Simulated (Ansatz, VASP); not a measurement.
**One calculation of Sn2TeO3, two programs**

```
Sn Te O
1.0
     3.62142    0.00000    0.00000
     0.00000    3.62142    0.00000
     0.00000    0.00000    8.04465
Sn Te O
2 1 3
Direct
  0.50000 0.00000 0.73987
  0.00000 0.50000 0.26013
  0.50000 0.50000 0.00000
  0.50000 0.00000 0.38354
  0.00000 0.50000 0.61646
  0.00000 0.00000 0.00000
```

Change from the starting cell: species swapped into the Hf2GaSb3 type (P-4m2, No. 115).

Alike in both runs: task single point; functional PBE; k mesh 6 × 6 × 2; occupations gaussian, width 0.1 eV; no spin polarisation.

|  | VASP | Ansatz |
| --- | --- | --- |
| version | VASP 6.6.1 | Ansatz 0.2.0 |
| potentials or method | VASP PAW PBE potentials, release 64 (Sn_d, Te, O) | scalar-relativistic, plane waves, PAW |
| plane-wave cutoff (eV) | 520 | 420 |
| valence electrons in the cell | 52 | 62 |

```csv
,VASP,Ansatz,Ansatz less VASP
gap on the k mesh at the Fermi level (eV),none,none,-
pressure (GPa),-2.3,-2.2,+0.13
largest component of the traceless stress (GPa),4.47,4.46,-0.012
rms of the force components (eV/Å),1.743,1.743,+0.0006
```

Atom by atom the forces differ by 0.002 eV/Å (rms over components). A gap of «none» marks a metal or a gap that the smearing closes. The two sets of potentials don't hold the same shells in valence.

Caveats: the k mesh is coarse (spacing up to 0.39 Å⁻¹), so the values aren't converged; forces of over 1 eV/Å show positions far from the minimum, so gaps and moduli don't describe the material at rest. The runs have no spin-orbit coupling, so splittings on Te are missing.
